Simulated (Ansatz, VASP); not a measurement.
**Two plane-wave programs on RbP3**

INCAR

```
SYSTEM = RbP3
PREC = Accurate
ENCUT = 520
EDIFF = 1E-6
ISMEAR = 0
SIGMA = 0.1
LREAL = .False.
LASPH = .True.
NELM = 60
ALGO = Normal
ISIF = 2
LWAVE = .False.
LCHARG = .False.
GGA = PE
NBANDS = 20
```

KPOINTS

```
regular mesh
0
Gamma
  4 4 4
  0 0 0
```

Contents of POSCAR:

```
RbP3
1.0
    5.0763637800      0.0000000000      0.0000000000
    0.0000000000      5.0763637800      0.0000000000
    0.0000000000      0.0000000000      5.0763637800
Rb P
1 3
Direct
    0.0000000000      0.0000000000      0.0000000000
    0.0000000000      0.5000000000      0.5000000000
    0.5000000000      0.5000000000      0.0000000000
    0.5000000000      0.0000000000      0.5000000000
```

Input for Ansatz:

```yaml
crystal:
  lattice:
    - [5.07636378, 0.0, 0.0]
    - [0.0, 5.07636378, 0.0]
    - [0.0, 0.0, 5.07636378]
  atoms:
    - { symbol: Rb, position: [0.0, 0.0, 0.0] }
    - { symbol: P, position: [0.0, 0.5, 0.5] }
    - { symbol: P, position: [0.5, 0.5, 0.0] }
    - { symbol: P, position: [0.5, 0.0, 0.5] }
basis:
  ecutwfc: 420
kpoints:
  mp_grid: { grid: [4, 4, 4] }
hamiltonian:
  xc: pbe
scf:
  occupations: { method: gaussian, width: 0.1 }
  lower_state_search: "off"
output:
  forces: true
  stress: true
  eigenvalues: true
```

Change from the starting cell: species swapped into the Gd3Dy type (Pm-3m, No. 221).

Alike in both runs: task single point; functional PBE; k mesh 4 × 4 × 4; occupations gaussian, width 0.1 eV; no spin polarisation.

```csv
,VASP,Ansatz
version,VASP 6.6.1,Ansatz 0.2.0
potentials or method,"VASP PAW PBE potentials, release 64 (Rb_sv, P)","scalar-relativistic, plane waves, PAW"
plane-wave cutoff (eV),520,420
valence electrons in the cell,24,24
```

```csv
,VASP,Ansatz,Ansatz less VASP
gap on the k mesh at the Fermi level (eV),none,none,-
pressure (GPa),-7.9,-7.9,-0.01
```

A gap of «none» marks a metal or a gap that the smearing closes. The functional is the same, so the differences come from potentials, cutoffs and numerics.
